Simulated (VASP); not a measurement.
Here is the system:

```yaml
crystal:
  lattice:
    - [1.51551, -2.62494, 0.00000]
    - [1.51551, 2.62494, 0.00000]
    - [0.00000, 0.00000, 3.22816]
  atoms:
    - { symbol: Ti, position: [0.00000, 0.00000, 0.00000] }
    - { symbol: B, position: [0.33333, 0.66667, 0.50000] }
    - { symbol: B, position: [0.66667, 0.33333, 0.50000] }
```

Level of theory: PBE GGA, VASP's PBE PAW potentials (set 64) (plane waves; VASP 6.6.1). Numerical set-up: 520 eV cut-off, Gaussian smearing of 0.050 eV, potentials Ti_sv B.

**Question.** What does the run give for the band gap (along the path) with the smallest direct gap where there is one?

**Answer.** 
The band gap (along the path) comes out as none (metal, semimetal or under 0.01 eV).

The absolute energy has meaning only against runs of the same code, potentials and settings.

The compound is TiB2 in the AlB2 type structure. It was relaxed first.
